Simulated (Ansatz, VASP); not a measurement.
## CeC in VASP and in Ansatz

```
Ce C
1.0
     0.00000    2.67471    2.67471
     2.67471    0.00000    2.67471
     2.67471    2.67471    0.00000
Ce C
1 1
Direct
  0.00000 0.00000 0.00000
  0.25000 0.25000 0.25000
```

Alike in both runs: task single point; functional PBEsol; k mesh 10 × 10 × 10; occupations gaussian, width 0.05 eV; no spin polarisation.

|  | VASP | Ansatz |
| --- | --- | --- |
| version | VASP 6.6.1 | Ansatz 0.2.0 |
| potentials or method | VASP PAW PBE potentials, release 64 (Ce, C) | scalar-relativistic, plane waves, PAW |
| plane-wave cutoff (eV) | 520 | 420 |
| valence electrons in the cell | 16 | 16 |

```tsv
	VASP	Ansatz	Ansatz less VASP
gap on the k mesh at the Fermi level (eV)	0.05	0.05	0.000
least direct gap on the mesh (eV)	0.80	0.81	+0.004
pressure (GPa)	4.1	4.1	-0.01
```

With one functional, cell and mesh, what is left measures potentials, basis and numerics.

Caveats: the PAW data sets were made with another functional, which shifts forces and pressure a little (VASP); spin-orbit coupling is left out, which moves the levels of the heavy elements; without U or exact exchange the open f shell lies at the Fermi level, which spoils levels, moments and volumes. Spin polarisation is off, so any magnetic state and its effect on volume and gap are missing.
